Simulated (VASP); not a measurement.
Here is the system:

```yaml
crystal:
  lattice:
    - [0.00000, 3.09500, 3.09500]
    - [3.09500, 0.00000, 3.09500]
    - [3.09500, 3.09500, 0.00000]
  atoms:
    - { symbol: Sb, position: [0.00000, 0.00000, 0.00000] }
    - { symbol: Y, position: [0.50000, 0.50000, 0.50000] }
```

Method: r2SCAN+rVV10, VASP's PBE PAW potentials (set 64) (plane waves; VASP). Settings: 400 eV cut-off, 11×11×11 Γ-centred mesh, tetrahedra with Blöchl corrections, potentials Sb Y_sv.

Unless said otherwise, spin-orbit coupling is left out, though it shifts the bands of the heavy elements here.

Task: Estimate the energy per atom (σ→0), band gap (over mesh and band path) with the smallest direct gap where there is one.

Result: 
```yaml
band gap (over mesh and band path): none (metal, semimetal or under 0.01 eV)
energy per atom (σ→0): -24.204 eV/atom
```

The absolute energy has meaning only against runs of the same code, potentials and settings.

The structure comes from a measured YSb entry (Fm-3m) of the Crystallography Open Database, whose conditions weren't checked. The cell was not relaxed at this level.
